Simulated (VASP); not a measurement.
Output of a VASP run:

### OSZICAR
```
       N       E                     dE             d eps       ncg     rms          rms(c)
DAV:   1     0.392478407272E+03    0.39248E+03   -0.11064E+04  2520   0.155E+03
DAV:   2     0.972644562427E+01   -0.38275E+03   -0.37689E+03  3483   0.666E+02
DAV:   3    -0.134277555016E+02   -0.23154E+02   -0.22549E+02  4171   0.189E+02
DAV:   4    -0.138149399762E+02   -0.38718E+00   -0.38339E+00  3905   0.244E+01
DAV:   5    -0.138228004272E+02   -0.78605E-02   -0.78426E-02  4235   0.317E+00    0.741E+00
DAV:   6    -0.125892955766E+02    0.12335E+01   -0.29555E+00  3164   0.222E+01    0.217E+00
DAV:   7    -0.124393265371E+02    0.14997E+00   -0.67403E-01  3297   0.963E+00    0.860E-01
DAV:   8    -0.124292950343E+02    0.10032E-01   -0.30148E-02  3444   0.262E+00    0.243E-01
DAV:   9    -0.124278152750E+02    0.14798E-02   -0.85322E-03  3269   0.112E+00    0.231E-02
DAV:  10    -0.124278415344E+02   -0.26259E-04   -0.13621E-04  4306   0.175E-01    0.625E-03
DAV:  11    -0.124278397190E+02    0.18154E-05   -0.19705E-06  3892   0.211E-02    0.223E-03
DAV:  12    -0.124278405537E+02   -0.83465E-06   -0.47186E-07  2898   0.951E-03    0.609E-04
DAV:  13    -0.124278403413E+02    0.21240E-06   -0.22055E-08  1904   0.313E-03    0.120E-04
DAV:  14    -0.124278403437E+02   -0.23720E-08   -0.87372E-09  1981   0.243E-03
   1 F= -.12427840E+02 E0= -.12427263E+02  d E =-.124278E+02
```

OUTCAR:
```
------------------------ aborting loop because EDIFF is reached ----------------------------------------
  FORCE on cell =-STRESS in cart. coord.  units (eV):
  Direction    XX          YY          ZZ          XY          YZ          ZX
  --------------------------------------------------------------------------------------
  Total       -0.4846735     -0.4846735     -0.5101407      0.0000000      0.0000000      0.0000000
  in kB      -15.4139876    -15.4139867    -16.2239141      0.0000000      0.0000000      0.0000000
  external PRESSURE =     -15.6839628 kB  Pullay stress =       0.0000000 kB
  volume of cell :       50.38
      direct lattice vectors                 reciprocal lattice vectors
     1.672965776 -2.897661635  0.000000000     0.298870430 -0.172552928  0.000000000
     1.672965776  2.897661635  0.000000000     0.298870430  0.172552928  0.000000000
     0.000000000  0.000000000  5.196131755     0.000000000  0.000000000  0.192450855
 POSITION                                       TOTAL-FORCE (eV/Angst)
 -----------------------------------------------------------------------------------
      1.67297      0.96589      1.29903         0.000000      0.000000      0.000000
      1.67297     -0.96589      3.89710         0.000000     -0.000000      0.000000
 -----------------------------------------------------------------------------------
    total drift:                                0.000000      0.000698     -0.000014
  FREE ENERGIE OF THE ION-ELECTRON SYSTEM (eV)
  ---------------------------------------------------
  free  energy   TOTEN  =       -12.4278403437 eV

  energy  without entropy=      -12.4261079115  energy(sigma->0) =      -12.42726287

 reached required accuracy - stopping structural energy minimisation
```
(Selected blocks of OUTCAR.)

**POSCAR**
```
Sc
1
    1.6729657755    -2.8976616348     0.0000000000
    1.6729657755     2.8976616348     0.0000000000
    0.0000000000     0.0000000000     5.1961317548
Sc
2
Direct
  0.3333330000   0.6666670000   0.2500000000
  0.6666670000   0.3333330000   0.7500000000
```

Q: Write an INCAR and KPOINTS that could have produced this output.

A: One answer among several that fit: the input of the run itself, PW91 GGA, plane waves, VASP's PBE PAW potentials (set 64).

**KPOINTS**
```
Automatic mesh
0
Gamma
13 13 7
0 0 0
```

**INCAR**
```
# general
SYSTEM   =  Sc
PREC     =  Accurate
ENCUT    =  520   # plane-wave cut-off (eV)
LREAL    =  .FALSE.   # projection in real space or not
LASPH    =  .TRUE.   # aspherical one-centre terms

# electronic loop
EDIFF    =  1E-7
NELM     =  100   # most electronic steps
ALGO     =  Normal   # blocked Davidson
LMAXMIX  =  4

# smearing
ISMEAR   =  1
SIGMA    =  0.1

# functional
GGA      =  91   # PW91

# ions
IBRION   =  2
NSW      =  30   # most ionic steps
ISIF     =  4
EDIFFG   =  -0.01

# output
LWAVE    =  .FALSE.
LCHARG   =  .FALSE.
```

POTCAR, in this order: Sc_sv (PBE.64 set). Program: vasp_std.

The compound is Sc in the hcp structure. This cell is one point of a volume scan, at 1.03 of the reference volume.
